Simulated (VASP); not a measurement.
Calculation: RPBE GGA, VASP's PBE PAW potentials (set 64) (plane waves; VASP).

VASP ran on this input.

### POSCAR
```
HfN
3.1902680
  0.0000000000   0.7071067384   0.7071067384
  0.7071067384   0.0000000000   0.7071067384
  0.7071067384   0.7071067384   0.0000000000
Hf N
1 1
Direct
  0.0000000000   0.0000000000   0.0000000000
  0.5000000000   0.5000000000   0.5000000000
```

**INCAR**
```
# general
SYSTEM =HfN
PREC   =Accurate
ENCUT  =400   # plane-wave cut-off (eV)
LREAL  =.False.   # projection in real space or not
LASPH  =.True.

# electronic loop
EDIFF  =1E-6
NELM   =100   # most electronic steps
ALGO   =Normal
LMAXMIX=6   # l cut-off of mixed one-centre charges

# smearing
ISMEAR =1   # Methfessel-Paxton
SIGMA  =0.1   # width (eV)

# functional
GGA    =RP   # RPBE

# ions
ISIF   =2

# output
LWAVE  =.False.
LCHARG =.False.
```

### KPOINTS
```
Automatic mesh
0
Gamma
10 10 10
0 0 0
```

POTCAR, in this order: Hf_pv N (PBE.64 set). Program: vasp_std.

Output of the run:

**OSZICAR**
```
       N       E                     dE             d eps       ncg     rms          rms(c)
DAV:   1     0.294792749091E+02    0.29479E+02   -0.71857E+03  1042   0.105E+03
DAV:   2    -0.218924608295E+02   -0.51372E+02   -0.48319E+02  1260   0.222E+02
DAV:   3    -0.236652995559E+02   -0.17728E+01   -0.17466E+01  1333   0.360E+01
DAV:   4    -0.236817865773E+02   -0.16487E-01   -0.16430E-01  1234   0.337E+00
DAV:   5    -0.236820243505E+02   -0.23777E-03   -0.23765E-03  1354   0.296E-01    0.495E+01
DAV:   6    -0.208107666159E+02    0.28713E+01   -0.14916E+01  1166   0.270E+01    0.415E+01
DAV:   7    -0.207613528470E+02    0.49414E-01   -0.59126E-01  1178   0.705E+00    0.261E+01
DAV:   8    -0.207506012078E+02    0.10752E-01   -0.97939E-02  1169   0.307E+00    0.524E+00
DAV:   9    -0.207437126090E+02    0.68886E-02   -0.39018E-02  1199   0.137E+00    0.142E+00
DAV:  10    -0.207433806544E+02    0.33195E-03   -0.24695E-03  1225   0.430E-01    0.124E-01
DAV:  11    -0.207433940743E+02   -0.13420E-04   -0.73507E-05  1252   0.985E-02    0.781E-02
DAV:  12    -0.207433902274E+02    0.38469E-05   -0.11441E-05  1234   0.301E-02    0.113E-02
DAV:  13    -0.207433901911E+02    0.36229E-07   -0.43057E-07   633   0.728E-03
   1 F= -.20743390E+02 E0= -.20743126E+02  d E =-.791713E-03
```

### OUTCAR
```
------------------------ aborting loop because EDIFF is reached ----------------------------------------
  FORCE on cell =-STRESS in cart. coord.  units (eV):
  Direction    XX          YY          ZZ          XY          YZ          ZX
  --------------------------------------------------------------------------------------
  Total        0.8079793      0.8079793      0.8079793     -0.0000000      0.0000000      0.0000000
  in kB       56.3825076     56.3825076     56.3825076     -0.0000000      0.0000000      0.0000000
  external PRESSURE =      56.3825076 kB  Pullay stress =       0.0000000 kB
  volume of cell :       22.96
      direct lattice vectors                 reciprocal lattice vectors
     0.000000000  2.255860000  2.255860000    -0.221644960  0.221644960  0.221644960
     2.255860000  0.000000000  2.255860000     0.221644960 -0.221644960  0.221644960
     2.255860000  2.255860000  0.000000000     0.221644960  0.221644960 -0.221644960
 POSITION                                       TOTAL-FORCE (eV/Angst)
 -----------------------------------------------------------------------------------
      0.00000      0.00000      0.00000        -0.000000     -0.000000     -0.000000
      2.25586      2.25586      2.25586         0.000000      0.000000      0.000000
 -----------------------------------------------------------------------------------
    total drift:                                0.000000     -0.000000     -0.000000
  FREE ENERGIE OF THE ION-ELECTRON SYSTEM (eV)
  ---------------------------------------------------
  free  energy   TOTEN  =       -20.7433901911 eV

  energy  without entropy=      -20.7425984784  energy(sigma->0) =      -20.74312629
```
(Selected blocks of OUTCAR.)

At this cut-off the stress carries a Pulay error, which pulls relaxed volumes low.

The structure comes from a computed database's HfN entry; how it stands against other phases isn't given here. The cell was not relaxed at this level. The run is one of a series of settings (GGA = RP against the base run), some of them coarse on purpose. The electron count is odd and the run is not spin-polarised, which forces a metal.
